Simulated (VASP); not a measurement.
```
CELL_PARAMETERS angstrom
      4.87826     0.00000     0.00000
     -2.43913     4.39368     0.00000
      0.00000     0.00000     2.72029
ATOMIC_POSITIONS crystal
  Ge 0.00000 0.00000 0.00000
  Ge 0.33333 0.66667 0.50000
  Ge 0.66667 0.33333 0.50000
```

The numbers are results of r2SCAN meta-GGA, VASP's PBE PAW potentials (set 64) (plane waves; VASP), not measurements. Settings: 480 eV cut-off, 8×8×10 Γ-centred mesh, first-order Methfessel-Paxton smearing of 0.10 eV, potentials Ge_d.

What does the run give for the energy per atom (σ→0), pressure, band gap (on the k-mesh) with the smallest direct gap where there is one?

band gap (on the k-mesh): none (metal, semimetal or under 0.01 eV)
energy per atom (σ→0): -13.317 eV/atom
pressure: -2.13 GPa

The absolute energy has meaning only against runs of the same code, potentials and settings.

The structure was generated: Ge was put into the omega type (P6/mmm), which need not be its known phase. This cell was strained or had an atom moved on purpose.
